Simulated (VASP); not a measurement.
Energy against volume of NaI (rock salt). All values below come from SCAN meta-GGA, VASP's PBE PAW potentials (set 64) (plane waves; VASP 6.6.1). Run with 520 eV cut-off, 7×7×7 Γ-centred mesh, Gaussian smearing of 0.050 eV, potentials Na_pv I.

| V (Å³/atom) | E (eV/atom) |
|---|---|
| 32.279 | -21.89685 |
| 33.277 | -21.89817 |
| 34.276 | -21.89602 |
| 35.274 | -21.89152 |

Problem. Fit these four points and predict the energy of the run at 31.281 Å³/atom.

Solution. A cubic in V^(−2/3), the third-order Birch-Murnaghan form, passes through the four points with V0 = 33.10 Å³/atom and B0 = 20 GPa, and gives -21.8906 eV/atom there. The run gave -21.8917 eV/atom, -1.0 meV/atom from the fit; all five points give B0 = 18 GPa.

The compound is NaI in the rock salt structure. It was relaxed first.
